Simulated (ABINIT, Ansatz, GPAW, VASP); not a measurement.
## One structure in several programs: ZnS (F-43m, 2 atoms in the cell)

Self-consistent single point, at a second geometry (lattice scaled by 0.98). First geometry:

```xyz
2
Lattice="0.0000 2.7050 2.7050 2.7050 0.0000 2.7050 2.7050 2.7050 0.0000" Properties=species:S:1:pos:R:3 pbc="T T T"
Zn     0.0000     0.0000     0.0000
S      1.3525     1.3525     1.3525
```

Shared settings, as Ansatz (a program for electronic structure) writes them: kpoints.mp_grid.grid = 7 7 7; scf.occupations.method = fermi_dirac; scf.occupations.width = 0.05 eV. Potentials and cutoffs stand in the table.

```json
[
 {"code": "Ansatz", "model": "PBE, default PAW files", "ΔF from the first geometry (meV/atom)": "27.8", "pressure (GPa)": "6.49", "gap on the mesh (eV)": "2.361", "cutoff": "default"},
 {"code": "VASP", "model": "PBE, VASP's PBE PAW potentials (set 64)", "ΔF from the first geometry (meV/atom)": "–", "pressure (GPa)": "–", "gap on the mesh (eV)": "2.362", "cutoff": "300 eV"},
 {"code": "GPAW", "model": "PBE, GPAW PAW datasets PBE (gpaw-data 1.0.1)", "ΔF from the first geometry (meV/atom)": "28.5", "pressure (GPa)": "6.66", "gap on the mesh (eV)": "2.354", "cutoff": "800 eV"},
 {"code": "ABINIT", "model": "PBE, PAW (JTH v2.0 PBE PAW)", "ΔF from the first geometry (meV/atom)": "27.2", "pressure (GPa)": "6.45", "gap on the mesh (eV)": "2.349", "cutoff": "30 Ha"}
]
```

A dash marks a value that a program does not give, or that is left out as unsure.

Gaps are read on the mesh.

The spread over the programs that give each value: ΔF from the first geometry within 1.3 meV/atom; pressure within 0.21 GPa; gap on the mesh within 0.013 eV.

Ansatz's pressure is given at a fixed set of plane waves, as the other plane-wave codes print theirs; with its correction for the finite basis it is 6.57 GPa.

VASP's run is marked for a possible Pulay error in its stress at this cutoff; no cutoff test was made.

The starting cell has typed, rounded lattice constants, without a prior relaxation at this level. For this run, on top of that: lattice scaled by 0.98.

Left out of this page: Quantum ESPRESSO, CP2K, Elk, FLEUR and SIESTA (not drawn, or without a comparable value).

Keys are those of Ansatz 0.2.
